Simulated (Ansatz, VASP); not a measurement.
# Cross-check of PtS2 (1T-PtS2 4 layers, AA) between VASP and Ansatz, part 2 of 2

One calculation is typed for both programs; each brings its own data sets. How far apart do they land? Of the first pair: The structure shown is the start of the Ansatz relaxation below; VASP solves that cell, so the two are compared at the walk's first step.

VASP 6.6.1 and Ansatz 0.2.0.

So far: Set-up; Ansatz: relaxation, PBE with D3(BJ).

**3. VASP: single point, PBE with D3(BJ), start cell, pair 1**

Level of this step: PBE with D3(BJ); plane waves and PAW (S, Pt) (VASP).

The same cell, functional, mesh and smearing now go to VASP, with its own data sets.

Lines of VASP's logs that name or quote its potential files are left out, and so is its time.

Contents of INCAR:

```
SYSTEM = PtS2
PREC = Accurate
ENCUT = 400
EDIFF = 1E-06
NELM = 120
ISMEAR = -1
SIGMA = 0.05
LREAL = .FALSE.
ALGO = Normal
GGA = PE
IVDW = 12
NBANDS = 56
LASPH = .TRUE.
LORBIT = 11
LWAVE = .FALSE.
LCHARG = .FALSE.
ISIF = 2
LDIPOL = .TRUE.
IDIPOL = 3
DIPOL = 0.5 0.5 0.5
LVHAR = .TRUE.
GGA_COMPAT = .FALSE.
EFERMI = MIDGAP
NELMDL = -8
KPAR = 2
```

Contents of POSCAR:

```
PtS2
1.0
    3.5700000000      0.0000000000      0.0000000000
   -1.7850000000      3.0917110000      0.0000000000
    0.0000000000      0.0000000000     65.1563460000
S Pt
8 4
Direct
    0.6666666667      0.3333333333      0.3691121660
    0.3333333333      0.6666666667      0.4000237598
    0.6666666667      0.3333333333      0.4460668574
    0.3333333333      0.6666666667      0.4769784512
    0.6666666667      0.3333333333      0.5230215488
    0.3333333333      0.6666666667      0.5539331426
    0.6666666667      0.3333333333      0.5999762402
    0.3333333333      0.6666666667      0.6308878340
    0.0000000000      0.0000000000      0.3845679667
    0.0000000000      0.0000000000      0.4615226581
    0.0000000000      0.0000000000      0.5384773419
    0.0000000000      0.0000000000      0.6154320333
```

Contents of KPOINTS:

```
Automatic mesh
0
Gamma
12 12 1
0 0 0
```

The projector-augmented-wave data sets are S and Pt (PBE family, release 64).

Run with:

```
> mpirun -np 2 vasp_std
```

Numbers of over 12 decimals in the logs are rounded to 6 here.

Log:

```text
[banner, memory and clock lines left out]
running    2 mpi-ranks, on    1 nodes
 distrk:  each k-point on    1 cores,    2 groups
 distr:  one band on    1 cores,    1 groups

 POSCAR found type information on POSCAR S Pt
 POSCAR found :  2 types and      12 ions
 LDA part: xc-table for (Slater+PW92), standard interpolation
|                                                                             |
|           W    W    AA    RRRRR   N    N  II  N    N   GGGG   !!!           |
|           W    W   A  A   R    R  NN   N  II  NN   N  G    G  !!!           |
|           W    W  A    A  R    R  N N  N  II  N N  N  G       !!!           |
|           W WW W  AAAAAA  RRRRR   N  N N  II  N  N N  G  GGG   !            |
|           WW  WW  A    A  R   R   N   NN  II  N   NN  G    G                |
|           W    W  A    A  R    R  N    N  II  N    N   GGGG   !!!           |
|                                                                             |
|     One of the lattice vectors is very long (>50 A), but AMIN is rather     |
|     large. This can spoil convergence since charge sloshing might occur     |
|     along the long lattice vector. If problems with convergence are         |
|     observed, try to decrease AMIN to a smaller value (e.g. 0.01).          |
|     Note: This warning only applies if the self-consistency cycle is        |
|     used.                                                                   |
|                                                                             |

 POSCAR, INCAR and KPOINTS ok, starting setup
 FFT: planning ... GRIDC
 FFT: planning ... GRID_SOFT
 FFT: planning ... GRID
 WAVECAR not read
 entering main loop
       N       E                     dE             d eps       ncg     rms          rms(c)
DAV:   1     0.691980524576E+03    0.69198E+03   -0.28761E+04  2216   0.992E+02
DAV:   2     0.229001092383E+02   -0.66908E+03   -0.64007E+03  2976   0.229E+02
DAV:   3    -0.622455265240E+02   -0.85146E+02   -0.83739E+02  2576   0.878E+01
DAV:   4    -0.649223504828E+02   -0.26768E+01   -0.26417E+01  2744   0.174E+01
DAV:   5    -0.649982297259E+02   -0.75879E-01   -0.75741E-01  2680   0.294E+00
DAV:   6    -0.650009731352E+02   -0.27434E-02   -0.27427E-02  2824   0.567E-01
DAV:   7    -0.650010730027E+02   -0.99868E-04   -0.99860E-04  2720   0.103E-01
DAV:   8    -0.650010785454E+02   -0.55426E-05   -0.55423E-05  2632   0.222E-02    0.457E+01
DAV:   9    -0.598056313512E+02    0.51954E+01   -0.29948E+01  2376   0.315E+01    0.288E+01
DAV:  10    -0.594693754043E+02    0.33626E+00   -0.78392E+00  2288   0.172E+01    0.101E+01
DAV:  11    -0.591596975471E+02    0.30968E+00   -0.51602E-01  2416   0.459E+00    0.238E+00
DAV:  12    -0.591261390816E+02    0.33558E-01   -0.21909E-01  2488   0.254E+00    0.633E-01
DAV:  13    -0.591274084882E+02   -0.12694E-02   -0.16159E-02  2472   0.539E-01    0.755E-01
DAV:  14    -0.591292062394E+02   -0.17978E-02   -0.98970E-03  2536   0.444E-01    0.550E-01
DAV:  15    -0.591286961668E+02    0.51007E-03   -0.66458E-03  2408   0.447E-01    0.784E-01
DAV:  16    -0.591280119347E+02    0.68423E-03   -0.12570E-03  2488   0.165E-01    0.665E-01
DAV:  17    -0.591274152311E+02    0.59670E-03   -0.48594E-04  2440   0.651E-02    0.394E-01
DAV:  18    -0.591271821145E+02    0.23312E-03   -0.48821E-04  2552   0.654E-02    0.158E-01
DAV:  19    -0.591271746978E+02    0.74167E-05   -0.34293E-05  2768   0.217E-02    0.100E-01
DAV:  20    -0.591271756379E+02   -0.94017E-06   -0.75102E-07  1496   0.427E-03
   1 F= -.63677949E+02 E0= -.63677947E+02  d E =-.543159E-05
```

From OUTCAR (step 3):

```text
ion  position               nearest neighbor table
   1  0.667  0.333  0.369-   9 2.29   9 2.29   9 2.29
   2  0.333  0.667  0.400-   9 2.29   9 2.29   9 2.29
   3  0.667  0.333  0.446-  10 2.29  10 2.29  10 2.29
   4  0.333  0.667  0.477-  10 2.29  10 2.29  10 2.29
   5  0.667  0.333  0.523-  11 2.29  11 2.29  11 2.29
   6  0.333  0.667  0.554-  11 2.29  11 2.29  11 2.29
   7  0.667  0.333  0.600-  12 2.29  12 2.29  12 2.29
   8  0.333  0.667  0.631-  12 2.29  12 2.29  12 2.29
   9  0.000  0.000  0.385-   2 2.29   2 2.29   2 2.29   1 2.29   1 2.29   1 2.29
  10  0.000  0.000  0.462-   4 2.29   4 2.29   4 2.29   3 2.29   3 2.29   3 2.29
  11  0.000  0.000  0.538-   5 2.29   5 2.29   5 2.29   6 2.29   6 2.29   6 2.29
  12  0.000  0.000  0.615-   7 2.29   7 2.29   7 2.29   8 2.29   8 2.29   8 2.29

  LATTYP: Found a hexagonal cell.
 ALAT       =     3.5700000000
 C/A-ratio  =    18.2510773109

 Subroutine GETGRP returns: Found 12 space group operations
 (whereof 12 operations were pure point group operations)

The static configuration has the point symmetry D_3d.

 Found     19 irreducible k-points:

   k-points           NKPTS =     19   k-points in BZ     NKDIM =     19   number of bands    NBANDS=     56

   dimension x,y,z NGX =    24 NGY =   24 NGZ =  432
   dimension x,y,z NGXF=    48 NGYF=   48 NGZF=  864

   ENCUT  =  400.0 eV  29.40 Ry    5.42 a.u.   5.82  5.82106.25*2*pi/ulx,y,z

   NELECT =      88.0000    total number of electrons

 k-points in reciprocal lattice and weights: Automatic mesh
   0.00000000  0.00000000  0.00000000       0.007
   0.08333333  0.00000000  0.00000000       0.042
   0.16666667  0.00000000  0.00000000       0.042
   0.25000000  0.00000000  0.00000000       0.042
   0.33333333 -0.00000000  0.00000000       0.042
   0.41666667  0.00000000  0.00000000       0.042
   0.50000000  0.00000000  0.00000000       0.021
   0.08333333  0.08333333  0.00000000       0.042
   0.16666667  0.08333333  0.00000000       0.083
[...]
0.33333333  0.25000000  0.00000000       0.083
   0.33333333  0.33333333  0.00000000       0.014

 dipolmoment           0.000000      0.000000      0.000000 electrons x Angstroem

 average (electrostatic) potential at core
       1 -93.9166       2 -93.9535       3 -93.9610       4 -93.9610       5 -93.9610
       6 -93.9610       7 -93.9535       8 -93.9166       9 -77.1529      10 -77.1712
      11 -77.1712      12 -77.1529

 E-fermi :  -1.2932

 k-point     1 :       0.0000    0.0000    0.0000
  band No.  band energies     occupation
    ...
     40      -2.9924      2.00000
     41      -2.9769      2.00000
     42      -2.4704      2.00000
     43      -2.4382      2.00000
     44      -2.4052      2.00000
     45       1.1391      0.00000
     46       1.1391      0.00000
     47       1.2290      0.00000
     48       1.2290      0.00000
     49       1.3291      0.00000
    ...

 k-point     2 :       0.0833    0.0000    0.0000
  band No.  band energies     occupation
    ...
     40      -2.7319      2.00000
     41      -2.6925      2.00000
     42      -2.1955      2.00000
     43      -2.1657      2.00000
     44      -2.1602      2.00000
     45       0.5772      0.00000
     46       0.6892      0.00000
     47       0.8165      0.00000
     48       0.9070      0.00000
     49       0.9451      0.00000
    ...

 k-point     3 :       0.1667    0.0000    0.0000
  band No.  band energies     occupation
    ...
     40      -2.5793      2.00000
     41      -2.5792      2.00000
     42      -2.1319      2.00000
     43      -2.0464      2.00000
     44      -1.9293      1.99999
     45      -0.2498      0.00000
     46      -0.1817      0.00000
     47      -0.0776      0.00000
     48       0.0162      0.00000
     49       0.6323      0.00000
    ...

 Edisp (eV)   -4.55077

  Total      25.72906    25.72906    21.51809     0.00000     0.00000     0.00000
  in kB      57.32059    57.32060    47.93916     0.00000     0.00000     0.00000
  external pressure =       54.19 kB  Pullay stress =        0.00 kB

  energy-cutoff  :      400.00
  volume of cell :      719.16
      direct lattice vectors                 reciprocal lattice vectors
     3.570000000  0.000000000  0.000000000     0.280112045  0.161722748  0.000000000
    -1.785000000  3.091711000  0.000000000     0.000000000  0.323445497  0.000000000
     0.000000000  0.000000000 65.156346000     0.000000000  0.000000000  0.015347699

 POSITION                                       TOTAL-FORCE (eV/Angst)
 -----------------------------------------------------------------------------------
      1.78500      1.03057     24.05000         0.000000     -0.000000     -3.035818
     -0.00000      2.06114     26.06409         0.000000      0.000000      3.046160
      1.78500      1.03057     29.06409         0.000000     -0.000000     -3.036271
     -0.00000      2.06114     31.07817         0.000000     -0.000000      3.038392
      1.78500      1.03057     34.07817        -0.000000      0.000000     -3.038392
     -0.00000      2.06114     36.09226         0.000000      0.000000      3.036271
      1.78500      1.03057     39.09226        -0.000000     -0.000000     -3.046160
     -0.00000      2.06114     41.10635        -0.000000     -0.000000      3.035818
      0.00000      0.00000     25.05704        -0.000000     -0.000000      0.187784
      0.00000      0.00000     30.07113        -0.000000     -0.000000      0.004101
      0.00000      0.00000     35.08522        -0.000000     -0.000000     -0.004101
      0.00000      0.00000     40.09930        -0.000000     -0.000000     -0.187784
 -----------------------------------------------------------------------------------
    total drift:                                0.000000      0.000000      0.000000

  FREE ENERGIE OF THE ION-ELECTRON SYSTEM (eV)
  ---------------------------------------------------
  free  energy   TOTEN  =       -63.6779493223 eV

  energy  without entropy=      -63.6779438907  energy(sigma->0) =      -63.67794661

 vacuum level on the upper side and lower side of the slab         3.755         3.755

 total charge
# of ion       s       p       d       tot
------------------------------------------
    1        1.356   2.349   0.000   3.705
    2        1.358   2.345   0.000   3.703
    3        1.358   2.345   0.000   3.703
    4        1.358   2.345   0.000   3.703
    5        1.358   2.345   0.000   3.703
    6        1.358   2.345   0.000   3.703
    7        1.358   2.345   0.000   3.703
    8        1.356   2.349   0.000   3.705
    9        0.769   0.973   8.097   9.839
   10        0.769   0.973   8.097   9.839
   11        0.769   0.973   8.097   9.839
   12        0.769   0.973   8.097   9.839
--------------------------------------------------
tot         13.936  22.659  32.389  68.983

[... 3 further parts left out ...]
```

**4. Comparison**

Known differences besides the potentials themselves: Ansatz cuts the interaction across the vacuum, VASP repeats the sheet with a dipole correction; the data sets hold 120 valence electrons in Ansatz (on its PAW soft_1 files) and 88 in VASP; the cutoff is 420 eV in Ansatz and 400 eV in VASP. Total energies have different zeros and are not compared.

Forces on 7 of the 12 atoms, those with the largest forces and the largest differences (eV/Å; atoms numbered as in POSCAR):

| atom | Ansatz x, y, z | VASP x, y, z |
| --- | --- | --- |
| S1 | 0.000, 0.000, -3.080 | 0.000, 0.000, -3.036 |
| S2 | 0.000, 0.000, 3.090 | 0.000, 0.000, 3.046 |
| S3 | 0.000, 0.000, -3.080 | 0.000, 0.000, -3.036 |
| S4 | 0.000, 0.000, 3.083 | 0.000, 0.000, 3.038 |
| S5 | 0.000, 0.000, -3.083 | 0.000, 0.000, -3.038 |
| S7 | 0.000, 0.000, -3.090 | 0.000, 0.000, -3.046 |
| S8 | 0.000, 0.000, 3.080 | 0.000, 0.000, 3.036 |

The forces differ by 21 meV/Å r.m.s., which is 1.5 % of the r.m.s. force of 1.433 eV/Å (both taken over all components). VASP's last cycles still show a density residual of 1e-02, so its state may not be settled. With vacuum in the cell, a pressure given here is an average over mostly empty space and none of the material.

**5. Ansatz: relaxation, PBE with D3(BJ)**

This run makes the geometry at which the two programs are then compared.

The structure compared here is the end of the Ansatz relaxation.

Contents of input.yaml:

```yaml
crystal:
  lattice:
    - [3.57, 0.0, 0.0]
    - [-1.785, 3.0917106915, 0.0]
    - [0.0, 0.0, 65.1563455755]
  atoms:
    - { symbol: S, position: [0.6666666667, 0.3333333333, 0.3691121684] }
    - { symbol: Pt, position: [0.0, 0.0, 0.3845679646] }
    - { symbol: S, position: [0.3333333333, 0.6666666667, 0.4000237608] }
    - { symbol: S, position: [0.6666666667, 0.3333333333, 0.4460668587] }
    - { symbol: Pt, position: [0.0, 0.0, 0.4615226549] }
    - { symbol: S, position: [0.3333333333, 0.6666666667, 0.476978451] }
    - { symbol: S, position: [0.6666666667, 0.3333333333, 0.523021549] }
    - { symbol: Pt, position: [0.0, 0.0, 0.5384773451] }
    - { symbol: S, position: [0.3333333333, 0.6666666667, 0.5539331413] }
    - { symbol: S, position: [0.6666666667, 0.3333333333, 0.5999762392] }
    - { symbol: Pt, position: [0.0, 0.0, 0.6154320354] }
    - { symbol: S, position: [0.3333333333, 0.6666666667, 0.6308878316] }
  periodic: [true, true, false]
kpoints:
  mp_grid: { grid: [12, 12, 1] }
hamiltonian:
  xc: pbe
  dispersion: d3bj
  pseudopotentials: { kind: paw, azcp: { folder: soft_1 } }
scf:
  occupations: { method: fermi_dirac, width: 0.05 }
  convergence: { dr2_threshold: 1.0e-09 }
relax:
  f_tol: 0.004
  max_steps: 90
  cell: {}
output:
  write_potential: true
  write_density: true
  volumetric_format: npy
```

Run with:

```
> ansatz run input.yaml --threads 4 --pin off --max-ram 8192MiB --backend cpu --events-out ev --progress --plain --runs-dir out
```

Log:

```text
[...]
Crystal: 12 atoms, lattice volume = 719.157 Å³
Basis set: ecut = 420 eV, 13831 PW (Γ), exchange–correlation on 48×48×900 points (8 copies of the dense FFT grid, shifted against one another)
Bands: 72, of which v1, the nominal top of the filled ones, is band 60 counted from 1 (59 counted from 0)
Symmetry: 12 space group operations
[...]
- { symbol: Pt, position: [0, 0, 0.464026] }
    - { symbol: S, position: [0.333333, 0.666667, 0.482630] }
    - { symbol: S, position: [0.666667, 0.333333, 0.517370] }
    - { symbol: Pt, position: [0, 0, 0.535974] }
    - { symbol: S, position: [0.333333, 0.666667, 0.554592] }
    - { symbol: S, position: [0.666667, 0.333333, 0.589700] }
    - { symbol: Pt, position: [0, 0, 0.608163] }
    - { symbol: S, position: [0.333333, 0.666667, 0.627123] }
[key lines of the parts left out:]
SCF converged after 6 iterations
Free energy (F): -57324.200483 eV
Fermi energy:    -5.109200 eV
P = ½ c Tr σ = -0.0155 N/m
```

**6. VASP: single point, PBE with D3(BJ), relaxed cell, pair 2**

The same cell, functional, mesh and smearing now go to VASP, with its own data sets.

INCAR is that of step 3.

Contents of POSCAR:

```
PtS2
1.0
    3.5718714891      0.0000000000      0.0000000000
   -1.7859357445      3.0933314486      0.0000000000
    0.0000000000      0.0000000000     65.1563455755
S Pt
8 4
Direct
    0.6666666667      0.3333333333      0.3728767603
    0.3333333333      0.6666666667      0.4102995223
    0.6666666667      0.3333333333      0.4454075889
    0.3333333333      0.6666666667      0.4826304802
    0.6666666667      0.3333333333      0.5173695198
    0.3333333333      0.6666666667      0.5545924111
    0.6666666667      0.3333333333      0.5897004777
    0.3333333333      0.6666666667      0.6271232397
    0.0000000000      0.0000000000      0.3918365841
    0.0000000000      0.0000000000      0.4640262991
    0.0000000000      0.0000000000      0.5359737009
    0.0000000000      0.0000000000      0.6081634159
```

KPOINTS is that of step 3.

Run with:

```
> mpirun -np 2 vasp_std
```

Log:

```text
[banner, memory and clock lines left out]
running    2 mpi-ranks, on    1 nodes
[...]
LDA part: xc-table for (Slater+PW92), standard interpolation
 [... a notice as in an earlier step ...]

 POSCAR, INCAR and KPOINTS ok, starting setup
[...]
entering main loop
       N       E                     dE             d eps       ncg     rms          rms(c)
DAV:   1     0.676452514971E+03    0.67645E+03   -0.28472E+04  2184   0.993E+02
DAV:   2     0.207387842735E+02   -0.65571E+03   -0.62746E+03  3056   0.223E+02
DAV:   3    -0.639090669448E+02   -0.84648E+02   -0.82966E+02  2544   0.874E+01
DAV:   4    -0.666112424282E+02   -0.27022E+01   -0.26598E+01  2712   0.175E+01
[...]
DAV:  23    -0.614187857832E+02   -0.18209E-05   -0.90707E-08  1472   0.125E-03    0.728E-04
DAV:  24    -0.614187878010E+02   -0.20178E-05   -0.55313E-08  1464   0.798E-04    0.290E-04
DAV:  25    -0.614187887705E+02   -0.96955E-06   -0.26962E-08  1448   0.467E-04
   1 F= -.66246212E+02 E0= -.66245864E+02  d E =-.695821E-03
```

Parts of OUTCAR (step 6):

```text
 Edisp (eV)   -4.82742

  Total      -0.70166    -0.70166    -0.38743    -0.00000     0.00000     0.00000
  in kB      -1.56155    -1.56155    -0.86224    -0.00000     0.00000     0.00000
  external pressure =       -1.33 kB  Pullay stress =        0.00 kB

 POSITION                                       TOTAL-FORCE (eV/Angst)
 -----------------------------------------------------------------------------------
      1.78594      1.03111     24.29529        -0.000000     -0.000000      0.039148
     -0.00000      2.06222     26.73362        -0.000000     -0.000000     -0.038637
      1.78594      1.03111     29.02113         0.000000     -0.000000      0.040629
     -0.00000      2.06222     31.44644         0.000000      0.000000     -0.041501
      1.78594      1.03111     33.70991         0.000000     -0.000000      0.041501
     -0.00000      2.06222     36.13521        -0.000000      0.000000     -0.040629
      1.78594      1.03111     38.42273         0.000000      0.000000      0.038637
     -0.00000      2.06222     40.86106        -0.000000      0.000000     -0.039148
      0.00000      0.00000     25.53064         0.000000     -0.000000     -0.007374
      0.00000      0.00000     30.23426         0.000000     -0.000000     -0.000826
      0.00000      0.00000     34.92209         0.000000      0.000000      0.000826
      0.00000      0.00000     39.62571         0.000000      0.000000      0.007374
 -----------------------------------------------------------------------------------
    total drift:                               -0.000000      0.000000      0.000000

  FREE ENERGIE OF THE ION-ELECTRON SYSTEM (eV)
  ---------------------------------------------------
  free  energy   TOTEN  =       -66.2462119956 eV

  energy  without entropy=      -66.2455161744  energy(sigma->0) =      -66.24586409

[... 1 part as in an earlier step ...]

[... 2 further parts left out ...]
[key lines of the parts left out:]
E-fermi :  -1.3549
```

**7. Comparison**

What differs besides the data sets and the points named for the pairs above, as far as they apply: the data sets hold 120 valence electrons in Ansatz (on its PAW soft_1 files) and 88 in VASP. Total energies have different zeros and are not compared.

Both answers:

| quantity | Ansatz | VASP | difference |
| --- | --- | --- | --- |
| gap on the k mesh (eV) | 0.497 | 0.503 | -0.006 |

At this near-relaxed geometry the largest component of a force difference is 42 meV/Å. A gap on the mesh is an upper bound, since the band edges may lie between its points; neither run holds spin-orbit coupling, which can move the band edges of a compound of Pt. With vacuum in the cell, a pressure given here is an average over mostly empty space and none of the material.

**8. Further runs**

Further runs change the set-up of one program: Ansatz's method, potentials or start, or VASP's data sets, cutoff or form of LDA. The table gives Ansatz less VASP for each quantity, since a change that brings one quantity closer may part another.

| run | r.m.s. force difference (meV/Å) | gap on the k mesh (eV) |
| --- | --- | --- |
| as above | 19 | -0.0064 |
| VASP with the data sets S and Pt_sv_GW and a cutoff of 430 eV | 7.2 | -0.0087 |

**9. Outcome**

```yaml
r_m_s_force_difference_single_point_pbe_with_d3_bj_start_cell_pair_1: 1.5 % of the r.m.s. force
r_m_s_force_difference_single_point_pbe_with_d3_bj_relaxed_cell_pair_2: 19 meV/Å
```

The r.m.s. force difference is 19 meV/Å (single point, PBE with D3(BJ), relaxed cell, pair 2), beyond the 12 meV/Å picked in this series as the mark of a large difference. The data sets hold unlike numbers of valence electrons (120 in Ansatz and 88 in VASP), so part of the differences comes from the potentials. Single point, PBE with D3(BJ), relaxed cell, pair 2, VASP with the data sets S and Pt_sv_GW and a cutoff of 430 eV: r.m.s. force difference goes from 19 to 7.2 meV/Å; the difference in gap on the k mesh goes from -0.0064 to -0.0087 eV. How closely two codes agree says nothing of how well the functional describes the real material.

[Lines on the potential files, build, host, timing and source positions are cut from VASP's logs without a mark.]

[Logs are printed without paths, hosts, clocks, repeated set-up lines and the standing remarks that a program may print on its own settings, such as how far it seeks lower states.]

[Hosts, paths, dates, database ids (printed as entryN), source tags and the programs' standing remarks are cut or masked in the printed files.]
